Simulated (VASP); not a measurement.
A convergence study with VASP on CdO (rock salt): one setting is varied, all else stays as given below, so the limit is that of these other settings. Each run relaxes cell and ions from the cell shown.

```yaml
crystal:
  lattice:
    - [0.00000, 2.35000, 2.35000]
    - [2.35000, 0.00000, 2.35000]
    - [2.35000, 2.35000, 0.00000]
  atoms:
    - { symbol: Cd, position: [0.00000, 0.00000, 0.00000] }
    - { symbol: O, position: [0.50000, 0.50000, 0.50000] }
```

These are PBE GGA, VASP's PBE PAW potentials (set 64) (plane waves; VASP) values and carry that method's errors. The tightest run used: 700 eV cut-off, 14×14×14 Γ-centred mesh, Gaussian smearing of 0.050 eV, potentials Cd O.

```
setting     relaxed volume (Å³/atom)  E (eV/atom)  irreducible k-points
----------  ------------------------  -----------  --------------------
2×2×2 mesh                    14.434      -3.3899                     3
3×3×3 mesh                    13.793      -3.8039                     4
4×4×4 mesh                    13.681      -3.8552                     8
```

Question: These are the cheaper rows. Estimate the results at 14×14×14 mesh, and how far the last row shown lies from them.

Answer: 
```tsv
quantity	tightest run	last row shown is off by
relaxed volume (Å³/atom)	13.651	0.031
E (eV/atom)	-3.8650	0.0098
```

Left out are rungs that failed or repeat a setting and relaxations that didn't move; long series are thinned to 24 rows.

The compound is CdO in the rock salt structure.
